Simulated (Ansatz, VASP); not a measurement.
## Mg4Si13O30: VASP beside Ansatz

Wanted: the spread between two codes on one cell, functional and k mesh. The structure shown is frame 63 of Ansatz's trajectory.

Main program and level: Ansatz 0.2.0; plane waves, with VASP 6.6.1 beside it; single point at RPBE.

## (1) The structure

The cell holds 94 atoms: 26 Si, 8 Mg and 60 O. Cell: a = 10.793 Å, b = 10.793 Å, c = 10.793 Å, α = 90.0°, β = 90.0°, γ = 90.0°. As first built, before any earlier steps moved the atoms (in the runner's words): 94 atoms (26 Si, 8 Mg, 60 O) placed at random at 2.34 g/cm^3, melted at 4000 K for 10 ps at fixed volume with the Morse and Coulomb pair potential with partial charges (Pedone, Malavasi, Menziani, Cormack and Segre, J. Phys. Chem. B 110, 11780 (2006)). Quenched from 4000 K to 300 K at 50 K/ps and fixed volume, held 10 ps at zero pressure.

## (2) Ansatz: dynamics, RPBE

Ansatz runs on its default PAW (the set named soft_2) files.

One frame of this run of dynamics is then solved in both programs, so the motion causes no difference.

Contents of input.yaml:

```yaml
crystal:
  lattice:
    - [10.79285, 0.0, 0.0]
    - [0.0, 10.79285, 0.0]
    - [0.0, 0.0, 10.79285]
  atoms:
    - { symbol: Si, position: [0.38818, 0.31951, 0.76094] }
    - { symbol: Si, position: [0.1954, 0.4556, 0.92068] }
    - { symbol: Si, position: [0.16508, 0.11978, 0.77826] }
    - { symbol: Si, position: [0.11286, 0.99338, 0.29121] }
    - { symbol: Si, position: [0.04081, 0.45458, 0.66265] }
    - { symbol: Si, position: [0.87591, 0.18505, 0.83848] }
    - { symbol: Si, position: [0.73254, 0.96965, 0.7749] }
    - { symbol: Si, position: [0.7998, 0.25078, 0.22729] }
    - { symbol: Si, position: [0.06751, 0.34681, 0.16907] }
    - { symbol: Si, position: [0.68176, 0.32538, 0.47582] }
    - { symbol: Si, position: [0.66968, 0.35156, 0.75813] }
    - { symbol: Si, position: [0.30771, 0.28256, 0.31369] }
    - { symbol: Si, position: [0.69582, 0.98962, 0.30051] }
    - { symbol: Si, position: [0.53881, 0.33655, 0.1247] }
    - { symbol: Si, position: [0.1543, 0.85027, 0.65932] }
    - { symbol: Si, position: [0.30063, 0.47794, 0.53017] }
    - { symbol: Si, position: [0.01616, 0.61534, 0.28943] }
    - { symbol: Si, position: [0.22553, 0.98034, 0.03182] }
    - { symbol: Si, position: [0.60533, 0.6399, 0.80494] }
    - { symbol: Si, position: [0.85542, 0.76728, 0.89316] }
    - { symbol: Si, position: [0.53335, 0.62906, 0.07706] }
    - { symbol: Si, position: [0.77949, 0.74884, 0.16206] }
    - { symbol: Si, position: [0.93467, 0.68629, 0.55974] }
    - { symbol: Si, position: [0.13882, 0.72586, 0.90858] }
    - { symbol: Si, position: [0.70503, 0.84993, 0.52028] }
    - { symbol: Si, position: [0.47477, 0.09479, 0.43222] }
    - { symbol: Mg, position: [0.25391, 0.73533, 0.40525] }
    - { symbol: Mg, position: [0.88918, 0.00143, 0.10552] }
    - { symbol: Mg, position: [0.44431, 0.83688, 0.60087] }
    - { symbol: Mg, position: [0.54142, 0.60036, 0.45466] }
[... 58 atom lines left out ...]
    - { symbol: O, position: [0.70746, 0.33384, 0.61372] }
    - { symbol: O, position: [0.93775, 0.27089, 0.1808] }
    - { symbol: O, position: [0.15217, 0.99572, 0.69388] }
    - { symbol: O, position: [0.02003, 0.1775, 0.79412] }
    - { symbol: O, position: [0.14884, 0.67604, 0.25794] }
    - { symbol: O, position: [0.54571, 0.69202, 0.68663] }
kpoints:
  mp_grid: { grid: [1, 1, 1] }
hamiltonian:
  xc: rpbe
scf:
  occupations: { method: fermi_dirac, width: 0.078 }
output:
  forces: true
md:
  timestep: 1.0
  n_steps: 190
  ensemble: nvt_nose_hoover
  temperature: 900
  initial_velocities: maxwell_boltzmann
  seed: 4711
```

Command:

```bash
$ ansatz run input.yaml --threads 4 --pin off --max-ram 8192MiB --backend cpu --events-out ev --progress --plain --runs-dir out
```

Numbers of over 12 decimals in the logs are rounded to 6 here.

The program printed:

```text
Warning: md: disabling space-group detection — thermal motion breaks the input geometry's symmetry, so no spatial operation reduces the k-mesh or symmetrises the density; time reversal is kept, so that k and −k are solved as one point where they differ and the mesh holds both, and exact exchange and, on two spinor components, a DFT+U term hold to it where the run has them: on two components no moment then forms, and  [...]
Engine: ansatz 0.2.0, x86_64-unknown-linux-gnu
Pseudopotentials: kind: paw
Pseudopotential: Si, paw, valence charge 4, recommended cutoff 420 eV (normal), Si.paw.azcp
Pseudopotential: Mg, paw, valence charge 10, recommended cutoff 420 eV (normal), Mg.paw.azcp
Pseudopotential: O, paw, valence charge 6, recommended cutoff 420 eV (normal), O.paw.azcp
Functional definition: RPBE
  parameter kappa = 0.804
  parameter beta = 0.066725
  exchange = rpbe_x(kappa = kappa, mu = beta*pi^2/3)
  correlation = pbe_c(beta = beta)
Crystal: 94 atoms, lattice volume = 1257.212 Å³
Basis set: ecut = 420 eV, 24573 PW (Γ), exchange–correlation on 150×150×150 points (8 copies of the dense FFT grid, shifted against one another)
Bands: 366, of which v1, the nominal top of the filled ones, is band 272 counted from 1 (271 counted from 0)
Symmetry: 1 space group operations
k-points: 1
Non-local potential: Si, projectors of the file, l = 0: 2, l = 1: 2, l = 2: 2
Non-local potential: Mg, projectors of the file, l = 0: 3, l = 1: 2, l = 2: 1
Non-local potential: O, projectors of the file, l = 0: 2, l = 1: 2, l = 2: 1
PAW form: soft (Blöchl's): semilocal exchange-correlation on the pseudo side does not see the compensation charge
PAW frozen core: Si, regenerated for the run's functional, and the local potential with it (the file was generated under x = pbe(κ = 0.804, μ = 0.219515), c = pbe(β = 0.066725))
PAW frozen core: Mg, regenerated for the run's functional, and the local potential with it (the file was generated under x = pbe(κ = 0.804, μ = 0.219515), c = pbe(β = 0.066725))
PAW frozen core: O, regenerated for the run's functional, and the local potential with it (the file was generated under x = pbe(κ = 0.804, μ = 0.219515), c = pbe(β = 0.066725))
PAW one-centre angular grid: Si, 110 points (default); XC on 64 Gauss nodes
PAW one-centre angular grid: Mg, 110 points (default); XC on 64 Gauss nodes
PAW one-centre angular grid: O, 110 points (default); XC on 64 Gauss nodes
Initial density: superposition of atomic densities (neutral atoms: chi_scale 0, normalization atom), corrected by the library's trained network
Initial wavefunctions: pseudopotential atomic-orbital guess
Functional: x = rpbe, c = pbe(β = 0.066725)
SCF iter   1: F=—  HF=-66268.988444 eV  |F-HF|=—  |Δ(HF+E_count)|=         —  Δρ=4.33e-3  dr2=2.93e-1  ethr=1.77e-3  ⟨swp⟩=5.0  Hψ=1560  notcnv=0  defer=80
preconditioner: auto → Resta (q_TF=auto, 2.373 Å⁻¹)  ε∞=3.0  [insulator: Δε(μ)=2.709 eV  Ē_g=16.117 eV  σ=0.078 eV  W_gap=1.00  n_scr=256 (ndim 8)  ℏωp=22.9 eV  f_vac=0.155  D(μ)=0.00/eV (n_scr^D=0)  ε∞_Penn≈3.0]
SCF iter   2: F=—  HF=-66268.943750 eV  |F-HF|=—  |Δ(HF+E_count)|=   4.47e-2  Δρ=2.26e-3  dr2=5.17e-2  ethr=5.38e-5  ⟨swp⟩=2.0  Hψ=685  notcnv=0  defer=82
SCF iter   3: F=—  HF=-66268.946421 eV  |F-HF|=—  |Δ(HF+E_count)|=   2.67e-3  Δρ=8.48e-4  dr2=1.45e-2  ethr=9.51e-6  ⟨swp⟩=2.0  Hψ=466  notcnv=0  defer=82
SCF iter   4: F=—  HF=-66268.948133 eV  |F-HF|=—  |Δ(HF+E_count)|=   1.71e-3  Δρ=2.89e-4  dr2=1.08e-3  ethr=2.66e-6  ⟨swp⟩=2.0  Hψ=466  notcnv=0  defer=82
SCF iter   5: F=—  HF=-66268.948648 eV  |F-HF|=—  |Δ(HF+E_count)|=   5.15e-4  Δρ=1.52e-4  dr2=2.68e-4  ethr=1.98e-7  ⟨swp⟩=2.0  Hψ=535  notcnv=0  defer=82
SCF iter   6: F=—  HF=-66268.948821 eV  |F-HF|=—  |Δ(HF+E_count)|=   1.73e-4  Δρ=4.34e-5  dr2=2.14e-5  ethr=4.93e-8  ⟨swp⟩=2.0  Hψ=481  notcnv=0  defer=82
SCF iter   7: F=—  HF=-66268.947248 eV  |F-HF|=—  |Δ(HF+E_count)|=   1.57e-3  Δρ=1.90e-5  dr2=3.93e-6  ethr=3.94e-9  ⟨swp⟩=2.0  Hψ=637  notcnv=0  defer=89
SCF iter   8: F=—  HF=-66268.947252 eV  |F-HF|=—  |Δ(HF+E_count)|=   4.27e-6  Δρ=1.01e-5  dr2=1.09e-6  ethr=7.23e-10  ⟨swp⟩=2.0  Hψ=481  notcnv=0  defer=89
SCF iter   9: F=-66268.947253 eV  HF=-66268.947253 eV  |F-HF|=7.72e-8  |Δ(HF+E_count)|=   6.11e-7  Δρ=2.58e-6  dr2=8.82e-8  ethr=1.73e-11  ⟨swp⟩=3.0  Hψ=1434  notcnv=0
SCF 1 converged in 9 iterations: F = -66268.947253 eV  dr2 = 8.82e-8
[...]
automatic band count: iteration 1 solves 315 bands in place of 366: the levels show a gap, and the empty bands left out lie too high to hold charge; the band table lists the bands solved (type scf.n_extra_bands for more)
md step   187: t =   187.00 fs  T =   933.1 K  F+E_penalty+E_count = -66266.55147543 eV  E_kin = 11.216906 eV  conserved = -66258.12406002 eV  (3 SCF iters)
[...]
md step   188: t =   188.00 fs  T =   947.0 K  F+E_penalty+E_count = -66266.70675607 eV  E_kin = 11.383959 eV  conserved = -66258.12469263 eV  (4 SCF iters)
[...]
md step   189: t =   189.00 fs  T =   949.5 K  F+E_penalty+E_count = -66266.72386495 eV  E_kin = 11.413743 eV  conserved = -66258.12424470 eV  (4 SCF iters)
[...]
md step   190: t =   190.00 fs  T =   941.0 K  F+E_penalty+E_count = -66266.60871314 eV  E_kin = 11.311809 eV  conserved = -66258.12292891 eV  (9 SCF iters)
SCF converged after 9 iterations
Free energy (F): -66266.608713 eV
Harris-Foulkes:  -66266.608713 eV  (|F-HF|=1.79e-8)
Internal energy: -66266.608713 eV  (E = F + TS)
E sigma→0 (E₀):  -66266.608713 eV
Fermi energy:    5.574911 eV
--- Per-component energies (eV) ---
  E_band       = -4756.473339
  E_kinetic    = 12465.745777
  E_local      = -45021.254321  (includes V_loc(G=0)·N_el)
  E_nonlocal   = 4191.556317
  E_hartree    = 16639.282788
  E_xc         = -6169.708184
  E_vxc        = -7235.975845  (∫ρ·V_xc dr)
  E_paw        = -25377.989345  (= ΣΔE_a)
  E_vpaw       = -2435.257808  (= ΣTr[D̂ρ^β])
  E_aug_tail   = 0.150286  (compensation charges beyond the density's cutoff)
  E_ewald      = -22992.310056
  E_core_change = -2.081977  (= ΣΔE_core)
  E_smearing   = -0.000000  (= −TS)
  E_closure    = 0.000000  (closes the sum)
  Σ components = -66266.608713   (vs F -66266.608713, Δ=0.00e0)
--- Forces (eV/Å), atoms counted from 1 ---
  atom   1  Si    -0.76485009    -0.62397677    -0.34769832
  atom   2  Si    -0.69821030    -0.79173135    -3.52633352
  atom   3  Si     0.26149768     0.20273693     1.31516261
  atom   4  Si     2.13241110     2.33472351     1.32860957
  atom   5  Si     1.68216730    -0.16402552    -2.42189496
  atom   6  Si    -1.80621803    -1.63150068    -0.58859317
  atom   7  Si    -0.02641742     0.31954725     1.65716597
  atom   8  Si     1.21752839    -2.33868467    -0.54750971
  atom   9  Si    -2.47695024    -1.25128300    -1.00683349
  atom  10  Si    -0.05685061     0.22712904     0.55869294
  atom  11  Si     0.91427764     1.05999540    -0.03638989
  atom  12  Si     3.10408177    -0.24006811    -0.04252562
  atom  13  Si    -0.93141594    -1.41203191    -3.21167525
  atom  14  Si    -2.06246061     1.49426657     1.32654954
  atom  15  Si     1.23463882    -2.72659894     0.23209665
  atom  16  Si    -3.70362830     0.84285292    -4.32959200
  atom  17  Si    -0.80679156     0.14555546    -2.59640807
  atom  18  Si     0.64056420    -0.06953794    -0.86919120
  atom  19  Si    -0.75335906     2.11691583    -4.50537442
  atom  20  Si    -1.74641166     0.81583433     1.78029861
  atom  21  Si    -0.45917085     0.13176522     1.48846870
  atom  22  Si     2.43310693    -0.21101894     3.20361269
  atom  23  Si     0.77884489     0.28739472     2.66078546
  atom  24  Si     2.38573839    -1.07614465    -1.92078403
[...]
atom  87  O     -0.63131287    -0.75271193     2.80002579
  atom  88  O      0.07814091     0.29725984     0.84717350
  atom  89  O     -0.52170751     0.36952638     0.88004346
  atom  90  O      0.78309465     1.23465323     0.82191651
  atom  91  O     -0.63655907     1.95396056     0.41463503
  atom  92  O      2.97940028     0.36110032    -0.68472017
  atom  93  O     -1.05165009    -0.40614779    -0.00402168
  atom  94  O      1.28367918    -1.20689931    -0.44333071
  max |Σ_I F_I| component: 1.13e-4 eV/Å
--- MD trajectory: 190 steps, t = 0.0 → 190.0 fs ---
  final state: T = 941.0 K   F+E_penalty+E_count = -66266.60871314 eV   E_kin = 11.311809 eV
  conserved energy: peak-to-peak 2.166e-2 eV (2.304e-4 eV/atom) over 190.0 fs
```

## (3) VASP: single point, RPBE

The same cell, functional, mesh and smearing now go to VASP, with its own data sets.

Lines of VASP's logs that name or quote its potential files are left out, and so is its time.

Contents of INCAR:

```
SYSTEM = Mg4Si13O30
PREC = Accurate
ENCUT = 520
EDIFF = 1E-06
NELM = 120
ISMEAR = -1
SIGMA = 0.078
LREAL = Auto
ALGO = Normal
GGA = RP
NBANDS = 312
LORBIT = 11
LWAVE = .FALSE.
LCHARG = .FALSE.
ISIF = 2
LASPH = .TRUE.
GGA_COMPAT = .FALSE.
EFERMI = MIDGAP
NCORE = 2
```

Contents of POSCAR:

```
Mg4Si13O30
1.0
   10.7928500000      0.0000000000      0.0000000000
    0.0000000000     10.7928500000      0.0000000000
    0.0000000000      0.0000000000     10.7928500000
Si Mg O
26 8 60
Direct
    0.3808910529      0.3162464039      0.7530448399
    0.1795447912      0.4539950060      0.9042282622
    0.1642754231      0.1099060952      0.7814895973
    0.1218584526      0.9893679612      0.2973913285
    0.0588352474      0.4670777413      0.6442135303
    0.8741249994      0.1736242049      0.8411494647
    0.7263327110      0.9641475607      0.7737251977
    0.7974075430      0.2538717762      0.2324038600
    0.0514414636      0.3618228735      0.1536480170
    0.6702956124      0.3339803666      0.4571637705
    0.6515887833      0.3398082990      0.7627271759
    0.3036084074      0.2975303094      0.2972708784
    0.6971374567      0.9931575071      0.2988459953
    0.5432763357      0.3362225918      0.1441231927
    0.1665454444      0.8525736946      0.6584081128
    0.3073886879      0.4753424721      0.5183153662
    0.0063745906      0.6136284670      0.2884594894
    0.2285309256      0.9756737099      0.0477260409
    0.5988038377      0.6207998814      0.8004743881
    0.8444386793      0.7581686024      0.8965379858
    0.5358362249      0.6153888917      0.0662012351
    0.7703340638      0.7417595908      0.1607175121
    0.9434579374      0.6862876812      0.5545708501
    0.1256665292      0.7298164989      0.9152448149
    0.7124346211      0.8631547738      0.5258018040
    0.4708024294      0.1116387238      0.4297937987
    0.2544369652      0.7321791742      0.4155714200
    0.9447921541      0.9906882797      0.0973978143
    0.4783537249      0.8770899253      0.6197621574
    0.5641790630      0.6260996864      0.5157303215
[... 58 atom lines left out ...]
    0.6963962253      0.3180994825      0.6103299870
    0.9327842044      0.2744965417      0.1741245362
    0.1366645511      0.9999583057      0.6790884706
    0.0261932668      0.1741708631      0.7923949652
    0.1476162459      0.6615583465      0.2623310803
    0.5309163011      0.6745113663      0.6787271203
```

Contents of KPOINTS:

```
Automatic mesh
0
Gamma
1 1 1
0 0 0
```

PAW data sets: Si, Mg and O (PBE family, release 64).

Command:

```bash
$ mpirun -np 8 vasp_gam
```

The program printed:

```text
[banner, memory and clock lines left out]
running    8 mpi-ranks, on    1 nodes
[...]
|                                                                             |
|               ----> ADVICE to this user running VASP <----                  |
|                                                                             |
|     You enforced a specific xc type in the INCAR file but a different       |
|     [... a line on the potential file left out ...]
|     I HOPE YOU KNOW WHAT YOU ARE DOING!                                     |
|                                                                             |

 LDA part: xc-table for (Slater+PW92), standard interpolation
 POSCAR, INCAR and KPOINTS ok, starting setup
[...]
entering main loop
       N       E                     dE             d eps       ncg     rms          rms(c)
DAV:   1     0.431954572028E+04    0.43195E+04   -0.28020E+05   640   0.150E+03
DAV:   2    -0.369173698340E+03   -0.46887E+04   -0.45243E+04   768   0.361E+02
DAV:   3    -0.757500627337E+03   -0.38833E+03   -0.38554E+03   728   0.111E+02
DAV:   4    -0.765176812499E+03   -0.76762E+01   -0.76374E+01   744   0.168E+01
[...]
DAV:  18    -0.661891156983E+03    0.52842E-06   -0.54290E-05   704   0.194E-02    0.889E-03
DAV:  19    -0.661891158048E+03   -0.10650E-05   -0.85225E-06   736   0.790E-03    0.493E-03
DAV:  20    -0.661891158426E+03   -0.37777E-06   -0.36308E-06   584   0.540E-03
   1 F= -.66189116E+03 E0= -.66189116E+03  d E =-.572957E-07
```

From OUTCAR (step 3):

```text
  Total       -8.3846048     14.0796480     53.5065622     16.0920072      2.3380932      8.0874268
  in kB      -10.6852517     17.9429545     68.1881970     20.5074838      2.9796412     10.3065311
  external PRESSURE =      25.1486333 kB  Pullay stress =       0.0000000 kB

 POSITION                                       TOTAL-FORCE (eV/Angst)
 -----------------------------------------------------------------------------------
      4.11090      3.41320      8.12750        -1.504170     -1.167368      3.441832
      1.93780      4.89990      9.75920         3.035885     -0.404126      4.426628
      1.77300      1.18620      8.43450        -0.877098      0.657711      0.992789
      1.31520     10.67810      3.20970        -0.754420     -0.274621     -0.261425
      0.63500      5.04110      6.95290        -1.711074      0.498100      0.486660
      9.43430      1.87390      9.07840         1.749356      0.373972      2.078943
      7.83920     10.40590      8.35070        -0.576728      6.575239      6.217169
      8.60630      2.74000      2.50830        -0.296126     -1.744146      1.529688
      0.55520      3.90510      1.65830         3.874790     -2.182141      0.914996
      7.23440      3.60460      4.93410         0.173448      0.753428      2.758068
[...]
2.88770      7.38570      1.39000        -1.479364     -0.406590      0.079423
      4.76540      9.59420      2.52700        -0.653673      0.473250     -0.146194
      6.21930      8.77800      5.09190         0.710729     -0.255514     -0.181230
[...]
-----------------------------------------------------------------------------------
    total drift:                               -0.009043     -0.034018     -0.017936

  FREE ENERGIE OF THE ION-ELECTRON SYSTEM (eV)
  ---------------------------------------------------
  free  energy   TOTEN  =      -661.8911584262 eV

  energy  without entropy=     -661.8911583689  energy(sigma->0) =     -661.89115840

[... 3 further parts left out ...]
[key lines of the parts left out:]
E-fermi :   3.8524
```

The run ends at a pressure of 2.51 GPa, with forces up to 9.1 eV/Å.

## (4) Differences

Known differences besides the potentials themselves: the data sets hold 544 valence electrons in Ansatz (on its default PAW (the set named soft_2) files) and 480 in VASP; the cutoff is 420 eV in Ansatz and 520 eV in VASP (PREC = Accurate, projectors in real space); Ansatz makes its cores anew for this functional, VASP keeps those of its PBE data sets. Total energies have different zeros and are not compared.

Forces on 10 of the 94 atoms, those with the largest forces and the largest differences (eV/Å; atoms numbered as in POSCAR):

| atom | Ansatz x, y, z | VASP x, y, z |
| --- | --- | --- |
| Si2 | 3.101, -0.417, 4.405 | 3.036, -0.404, 4.427 |
| Si5 | -1.710, 0.454, 0.403 | -1.711, 0.498, 0.487 |
| Si7 | -0.572, 6.556, 6.258 | -0.577, 6.575, 6.217 |
| Si10 | 0.144, 0.822, 2.729 | 0.173, 0.753, 2.758 |
| Si11 | 4.279, -2.263, -3.244 | 4.295, -2.255, -3.251 |
| O47 | -2.859, -0.186, -3.899 | -2.827, -0.186, -3.929 |
| O55 | 1.740, -1.272, 4.391 | 1.736, -1.311, 4.423 |
| O58 | -2.292, -3.474, -2.214 | -2.320, -3.514, -2.211 |
| O62 | -1.647, -1.148, -4.258 | -1.625, -1.128, -4.258 |
| O77 | -1.131, -1.622, -0.754 | -1.148, -1.690, -0.793 |

The forces differ by 25 meV/Å r.m.s., which is 1.7 % of the r.m.s. force of 1.523 eV/Å (both taken over all components).

## (5) Results

* r.m.s. force difference (single point, RPBE): 1.7 % of the r.m.s. force

**Reading.** The r.m.s. force difference is 1.7 % of the r.m.s. force (single point, RPBE), within the 3 % picked in this series as the mark of a large difference. The data sets hold unlike numbers of valence electrons (544 in Ansatz and 480 in VASP), so part of the differences comes from the potentials. 2 further runs of this series are not shown here. Such differences can come from data sets, numerical settings and the points named under the comparisons, not from the functional's error against experiment.

[Lines on the potential files, build, host, timing and source positions are cut from VASP's logs without a mark.]

[Logs are printed without paths, hosts, clocks, repeated set-up lines and the standing remarks that a program may print on its own settings, such as how far it seeks lower states.]

[Hosts, paths, dates, database ids (printed as entryN), source tags and the programs' standing remarks are cut or masked in the printed files.]
